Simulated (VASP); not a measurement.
Consider the following.

```yaml
crystal:
  lattice:
    - [3.00567, 0.00000, 0.00000]
    - [0.00000, 3.00567, 0.00000]
    - [0.00000, 0.00000, 3.00567]
  atoms:
    - { symbol: Ag, position: [0.00000, 0.00000, 0.00000] }
    - { symbol: Cl, position: [0.50000, 0.50000, 0.50000] }
```

These are PBEsol GGA, VASP's PBE PAW potentials (set 64) (plane waves; VASP) values and carry that method's errors. Numerical set-up: 500 eV cut-off, 9×9×9 Γ-centred mesh, Gaussian smearing of 0.050 eV, potentials Ag Cl.

Problem. Estimate the energy per atom (σ→0), pressure.

Solution. 
```yaml
energy per atom (σ→0): -2.410 eV/atom
pressure: 44.93 GPa
```

Only differences to runs with the same potentials and settings are physical.

The structure was generated: AgCl was put into the CsCl type type (Pm-3m), which need not be its known phase. It was relaxed first under an external pressure of 45 GPa.
